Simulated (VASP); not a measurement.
Consider the following.

```
ZrO2
1.0
    5.28340     0.00000     0.00000
    0.00000     5.07467     0.00000
    0.00000     0.00000     5.10111
Zr O
4 8
Cartesian
  0.17190   3.71041   3.82481
  5.10644   1.36354   1.24892
  2.49355   3.75718   1.28494
  2.83287   1.35068   3.80475
  1.21495   2.33867   2.54951
  4.12042   2.75755   0.03526
  1.39031   2.32409   0.01730
  3.86770   2.71836   2.54284
  1.94187   4.71367   3.07150
  3.31136   0.35447   0.53169
  0.69291   4.74294   0.53669
  4.55612   0.31646   3.11929
```

Method: LDA (Ceperley-Alder, Perdew-Zunger), VASP's LDA PAW potentials (set 64) (plane waves; VASP). Run with 400 eV cut-off, 4×4×4 Γ-centred mesh, Fermi-Dirac smearing of 0.050 eV, potentials Zr_sv O.

At this cut-off the stress carries a Pulay error, which pulls relaxed volumes low.

Q: Give the force on each atom (eV/Å).

A: 
| atom | Fx | Fy | Fz |
|---|---|---|---|
| Zr1 | 0.341 | -0.140 | -0.066 |
| Zr2 | 0.536 | -0.038 | 0.328 |
| Zr3 | -0.671 | -0.641 | -0.224 |
| Zr4 | -0.634 | 0.074 | 0.123 |
| O5 | 0.041 | 0.013 | 0.149 |
| O6 | -0.859 | -0.286 | -0.407 |
| O7 | 0.762 | 0.346 | -0.185 |
| O8 | -0.088 | -0.101 | 0.320 |
| O9 | 0.007 | 0.322 | 0.261 |
| O10 | 0.414 | 0.307 | 0.003 |
| O11 | 0.170 | -0.165 | -0.003 |
| O12 | -0.020 | 0.309 | -0.300 |

Q: Give the stress tensor in GPa (positive for a compressed cell).

A: 
```
-13.22   -0.19   -0.47
 -0.19  -13.43   -1.13
 -0.47   -1.13  -13.19
```
The pressure is its mean diagonal, -13.28 GPa.

The structure comes from a computed database's ZrO2 entry; how it stands against other phases isn't given here. The cell was not relaxed at this level, atoms are displaced from their ideal sites.
